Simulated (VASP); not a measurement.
Output of a VASP run:

**OSZICAR**
```
...
       N       E                     dE             d eps       ncg     rms          rms(c)
DAV:   1    -0.647389239153E+03   -0.79270E-05   -0.10133E-02  1072   0.241E-01    0.300E-02
RMM:   2    -0.647389254404E+03   -0.15251E-04   -0.32596E-04   954   0.523E-02    0.347E-02
RMM:   3    -0.647389259030E+03   -0.46255E-05   -0.85430E-05   949   0.232E-02    0.183E-02
RMM:   4    -0.647389256425E+03    0.26049E-05   -0.15797E-05   557   0.113E-02
  23 F= -.64738926E+03 E0= -.64738451E+03  d E =-.130749E-02  mag=     1.0000
       N       E                     dE             d eps       ncg     rms          rms(c)
DAV:   1    -0.647389585468E+03   -0.32644E-03   -0.72021E-02   960   0.644E-01    0.719E-02
RMM:   2    -0.647389716143E+03   -0.13067E-03   -0.20144E-03   954   0.130E-01    0.774E-02
RMM:   3    -0.647389755383E+03   -0.39240E-04   -0.51319E-04  1027   0.565E-02    0.391E-02
RMM:   4    -0.647389747057E+03    0.83252E-05   -0.96914E-05   955   0.268E-02
  24 F= -.64738975E+03 E0= -.64738499E+03  d E =-.490633E-03  mag=     1.0000
       N       E                     dE             d eps       ncg     rms          rms(c)
DAV:   1    -0.647389626924E+03    0.12846E-03   -0.19321E-01   944   0.106E+00    0.125E-01
RMM:   2    -0.647389945657E+03   -0.31873E-03   -0.53690E-03   954   0.215E-01    0.139E-01
RMM:   3    -0.647390050393E+03   -0.10474E-03   -0.14780E-03  1035   0.932E-02    0.771E-02
RMM:   4    -0.647390025871E+03    0.24521E-04   -0.30088E-04   965   0.483E-02    0.821E-02
RMM:   5    -0.647390000063E+03    0.25809E-04   -0.20693E-04  1005   0.380E-02    0.437E-02
RMM:   6    -0.647389993124E+03    0.69382E-05   -0.69532E-05   846   0.206E-02
  25 F= -.64738999E+03 E0= -.64738522E+03  d E =-.736700E-03  mag=     1.0000
       N       E                     dE             d eps       ncg     rms          rms(c)
DAV:   1    -0.647390163510E+03   -0.16345E-03   -0.53354E-02   960   0.548E-01    0.633E-02
RMM:   2    -0.647390251936E+03   -0.88426E-04   -0.13489E-03   954   0.108E-01    0.641E-02
RMM:   3    -0.647390277415E+03   -0.25478E-04   -0.37629E-04  1026   0.475E-02    0.329E-02
RMM:   4    -0.647390270226E+03    0.71883E-05   -0.68685E-05   939   0.226E-02
  26 F= -.64739027E+03 E0= -.64738549E+03  d E =-.277102E-03  mag=     1.0000
       N       E                     dE             d eps       ncg     rms          rms(c)
DAV:   1    -0.647390198572E+03    0.78843E-04   -0.13699E-01   952   0.879E-01    0.101E-01
RMM:   2    -0.647390415525E+03   -0.21695E-03   -0.33910E-03   954   0.172E-01    0.110E-01
RMM:   3    -0.647390474890E+03   -0.59366E-04   -0.94489E-04  1028   0.752E-02    0.602E-02
RMM:   4    -0.647390451637E+03    0.23253E-04   -0.17433E-04   974   0.367E-02    0.524E-02
RMM:   5    -0.647390439182E+03    0.12455E-04   -0.10130E-04   952   0.277E-02    0.310E-02
RMM:   6    -0.647390435118E+03    0.40641E-05   -0.40198E-05   740   0.166E-02
  27 F= -.64739044E+03 E0= -.64738565E+03  d E =-.441994E-03  mag=     1.0000
       N       E                     dE             d eps       ncg     rms          rms(c)
DAV:   1    -0.647390645682E+03   -0.20650E-03   -0.58481E-02   968   0.571E-01    0.634E-02
RMM:   2    -0.647390732604E+03   -0.86921E-04   -0.14861E-03   953   0.113E-01    0.624E-02
RMM:   3    -0.647390759215E+03   -0.26611E-04   -0.41521E-04  1029   0.491E-02    0.324E-02
RMM:   4    -0.647390750064E+03    0.91511E-05   -0.72951E-05   946   0.233E-02
  28 F= -.64739075E+03 E0= -.64738599E+03  d E =-.314946E-03  mag=     1.0000
```

File OUTCAR:
```
------------------------ aborting loop because EDIFF is reached ----------------------------------------
  FORCE on cell =-STRESS in cart. coord.  units (eV):
  Direction    XX          YY          ZZ          XY          YZ          ZX
  --------------------------------------------------------------------------------------
  Total      -17.5450317     -6.5011347    -16.7603441     -3.9247085      0.0060914      0.0057490
  in kB      -36.4053145    -13.4896225    -34.7771157     -8.1436300      0.0126394      0.0119289
  external PRESSURE =     -28.2240176 kB  Pullay stress =       0.0000000 kB
  volume of cell :      772.15
      direct lattice vectors                 reciprocal lattice vectors
     9.311249664  0.000000000  0.000000000     0.107396970  0.000000000  0.000000000
     0.000000000  9.311249664  0.000000000     0.000000000  0.107396970  0.000000000
     0.000000000  0.000000000  8.906027028     0.000000000  0.000000000  0.112283513
 POSITION                                       TOTAL-FORCE (eV/Angst)
 -----------------------------------------------------------------------------------
      9.24753      9.30943      8.87026         0.000451     -0.004072      0.005267
      2.31970      2.11930      1.44532        -0.004216     -0.010160     -0.008740
      9.23599      9.28672      2.97784        -0.002682     -0.003997     -0.004188
      2.31546      2.10586      4.51897        -0.001721      0.014599     -0.000224
      9.23562      9.30716      5.99478         0.001641      0.002502      0.000215
      2.39156      2.34844      7.43261         0.008459     -0.003926     -0.004278
      0.08565      4.64342      0.00665        -0.003847      0.003418     -0.005487
      2.32775      7.19464      1.44423         0.005293      0.007457     -0.007690
      8.94151      4.72307      2.97378         0.004027     -0.005646      0.005906
      2.32999      7.21151      4.51923         0.007266     -0.015540     -0.007812
      0.06418      4.66500      5.96928         0.013104     -0.001183     -0.011482
      2.26616      6.96639      7.43208        -0.003344      0.003160      0.002018
      4.71592      0.00009      8.87193         0.003209      0.003600     -0.001459
      6.99230      2.25944      1.43773        -0.002267      0.000231     -0.003404
      4.72214      0.02895      2.97693         0.004543      0.003503     -0.002937
      6.99407      2.26605      4.51765         0.001775     -0.002453      0.001573
      4.72493      0.00591      5.99232         0.007168     -0.003223      0.009976
      7.00323      2.44613      7.43439        -0.011241      0.009509     -0.004084
      4.57012      4.66540      0.00068        -0.002446     -0.009190     -0.002908
      6.96966      7.05258      1.43969        -0.004126      0.001476      0.004532
      5.01943      4.58551      2.97169         0.000723      0.007026      0.001064
      6.96564      7.05002      4.51589        -0.009245     -0.000671      0.002099
      4.58747      4.64944      5.97012        -0.017716     -0.005803      0.000249
      6.96081      6.86558      7.43462         0.003051     -0.008387     -0.005351
      2.33251      4.66346      3.01586        -0.003735     -0.000444     -0.028712
      1.35483      1.44970      8.89155        -0.002115     -0.000549      0.002055
      3.70302      0.83600      1.47794        -0.001830      0.006664     -0.002610
      1.06125      3.89589      1.63407         0.003752      0.007942      0.005437
      3.24234      3.19986      0.04345         0.001018     -0.007411     -0.001084
      1.36503      1.44209      2.97880        -0.002416     -0.000514     -0.000048
      3.70410      0.83477      4.47845         0.007261     -0.005658      0.002122
      1.06391      3.89218      4.33328         0.003878      0.003454     -0.007690
      3.37257      3.08938      2.97622         0.012051     -0.004335     -0.000966
      1.35457      1.44390      5.97624         0.001897      0.002720      0.011934
      3.73260      0.89159      7.43301        -0.000980      0.003109     -0.001478
      0.97719      3.77197      7.42907        -0.013037      0.003450      0.001767
      3.24567      3.19348      5.91376        -0.005121     -0.004335     -0.002392
      1.41023      6.11063      0.04236        -0.004107      0.007264      0.001685
      3.58962      5.41497      1.62946        -0.009436     -0.006412      0.007711
      0.94971      8.47741      1.47828         0.001910     -0.006983     -0.005518
      3.29747      7.86644      8.89295         0.003416      0.002358      0.003939
      1.27603      6.22496      2.97680        -0.009536      0.000929     -0.001051
      3.58807      5.41917      4.33894        -0.004709      0.000945      0.001201
      0.94748      8.48002      4.47905        -0.008145      0.006884      0.004482
      3.28652      7.87001      2.97871         0.000467      0.000581      0.001077
      1.40637      6.11821      5.91426         0.002790      0.002125     -0.006772
      3.67382      5.54897      7.42944         0.011315     -0.000776     -0.000536
      0.92111      8.42188      7.43208         0.003350     -0.005433      0.001864
      3.29765      7.87255      5.97422        -0.002812     -0.005343      0.013730
      6.06307      1.42489      8.89040         0.004547     -0.001670      0.010368
      8.36481      0.89075      1.50503        -0.003759      0.007591     -0.000082
      5.64475      3.74564      1.42862        -0.005350     -0.001876     -0.004225
      7.97647      3.22368      0.02850         0.005542      0.009129     -0.005844
      6.03099      1.43650      2.97868        -0.003160     -0.010121      0.001108
      8.36508      0.89335      4.45272        -0.002026      0.002722      0.002294
      5.64003      3.74341      4.52223        -0.005352      0.000739      0.012244
...
```
(Selected blocks of OUTCAR.)

File POSCAR:
```
Ti25O48
1
    9.3112496639     0.0000000000     0.0000000000
    0.0000000000     9.3112496639     0.0000000000
    0.0000000000     0.0000000000     8.9060270283
Ti O
25 48
Direct
  0.9965103273   0.0015110135   0.9956543205
  0.2503169116   0.2298063661   0.1616827472
  0.9923696720   0.9970456744   0.3333381828
  0.2464585217   0.2233467949   0.5069480817
  0.9927307951   0.9982775750   0.6729530503
  0.2575851451   0.2542608678   0.8333804084
  0.0109685871   0.4945088001   0.0032499390
  0.2494398876   0.7701800059   0.1615424465
  0.9589232709   0.5098742307   0.3322745527
  0.2530033629   0.7767867364   0.5069343156
  0.0023090067   0.5042254904   0.6731158437
  0.2422237021   0.7458820440   0.8333318452
  0.5032687501   0.9982868547   0.9955768478
  0.7503225690   0.2412955031   0.1607422333
  0.5076107214   0.0037484170   0.3335253147
  0.7537379758   0.2437225272   0.5069905544
  0.5072599921   0.0015013535   0.6729086779
  0.7525872234   0.2587604419   0.8355909001
  0.4897240144   0.5050783182   0.0019492784
  0.7495623121   0.7596314557   0.1612619316
  0.5404028062   0.4907765485   0.3318904092
  0.7460038806   0.7567161780   0.5068225398
  0.4973846668   0.4955324014   0.6731898912
  0.7474011649   0.7398317722   0.8355361027
  0.2500886428   0.5002976608   0.3494504018
  0.1458752645   0.1561021372   0.9985671881
  0.3984484263   0.0913027297   0.1652882015
  0.1120783670   0.4192132526   0.1854564713
  0.3455350556   0.3465733328   0.0042509033
  0.1464193546   0.1554019647   0.3325339730
  0.3954064391   0.0871340356   0.5023075386
  0.1130941271   0.4171703169   0.4870927953
  0.3611104872   0.3319127354   0.3348317633
  0.1445699020   0.1556787897   0.6722517409
  0.4008389931   0.0962636635   0.8343495987
  0.1039629036   0.4058315213   0.8325267290
  0.3488765792   0.3414006886   0.6626494717
  0.1541279501   0.6529099369   0.0041746470
  0.3869886964   0.5807114802   0.1853760924
  0.1013117343   0.9086728423   0.1654543826
  0.3540087589   0.8441771167   0.9987740986
  0.1381165868   0.6681296593   0.3349790514
  0.3861036807   0.5828180813   0.4874464450
  0.1041367893   0.9126518104   0.5020608940
  0.3534583649   0.8448101817   0.3326421980
  0.1506719370   0.6582645065   0.6627805744
  0.3953631841   0.5947511071   0.8324685563
  0.0990268769   0.9031658491   0.8344692282
  0.3554277908   0.8442451048   0.6721228064
  0.6507925348   0.1517185054   0.9979096930
  0.8981540503   0.0965669357   0.1692900889
  0.6026800241   0.4000149385   0.1581970334
  0.8564269141   0.3464339825   0.0034965760
  0.6478164046   0.1542759692   0.3353134364
  0.9002927209   0.0985113433   0.4989454444
  0.6030831089   0.4004555277   0.5080055489
  0.8411748010   0.3510872050   0.3335075175
  0.6516944154   0.1520143371   0.6687807408
  0.8975046499   0.0995982423   0.8337832144
  0.5950263736   0.4018982343   0.8364444934
  0.8545982257   0.3492970870   0.6662940060
  0.6437998173   0.6542187507   0.0037304244
  0.8973180039   0.6000743277   0.1575189478
  0.6013705841   0.9038757160   0.1691469223
  0.8483204991   0.8482777202   0.9976829147
  0.6588210710   0.6494916569   0.3334637654
  0.8966582306   0.5998306677   0.5088768090
  0.5991000757   0.9019005338   0.4989589229
  0.8517715305   0.8456228440   0.3352819202
  0.6452948264   0.6514830350   0.6662653187
  0.9052390580   0.5980223766   0.8364963847
  0.6013914620   0.9008244366   0.8339358367
  0.8472694588   0.8479057512   0.6692608750
```

Reconstruct the remaining input files.

This is not unique; one that fits is the input of the run itself, PBE GGA, plane waves, VASP's PBE PAW potentials (set 64).

File KPOINTS:
```
Automatic mesh
0
Gamma
1 1 1
0 0 0
```

INCAR:
```
! general
SYSTEM  = Ti25O48
PREC    = Normal
ENCUT   = 400   ! plane-wave cut-off (eV)
LREAL   = Auto   ! projection in real space or not
LASPH   = .TRUE.   ! aspherical one-centre terms
ISYM    = 0
NELECT  = 387.0

! electronic loop
EDIFF   = 1E-5
NELM    = 100   ! most electronic steps
NELMIN  = 4
ALGO    = Fast
LMAXMIX = 4   ! l cut-off of mixed one-centre charges

! smearing
ISMEAR  = 0   ! Gaussian
SIGMA   = 0.05   ! width (eV)

! functional
GGA     = PE   ! PBE

! spin
ISPIN   = 2
MAGMOM  = 73*0.0137
NUPDOWN = 1

! ions
IBRION  = 2   ! conjugate gradients
NSW     = 120   ! most ionic steps
ISIF    = 2   ! forces and stress, cell fixed
EDIFFG  = -0.03

! output
LWAVE   = .FALSE.
LCHARG  = .FALSE.
LORBIT  = 10
```

POTCAR, in this order: Ti O (PBE.64 set). Program: vasp_gam.

At this cut-off the stress carries a Pulay error, which pulls relaxed volumes low. The cell is charged, with a uniform compensating background. The supercell is sampled at Γ alone, which is coarse: total energies, pressure and levels can be off, energies of defects by several tenths of an eV.

The cell is a supercell with a defect, built from TiO2 (rutile): Ti_i, charge +1.
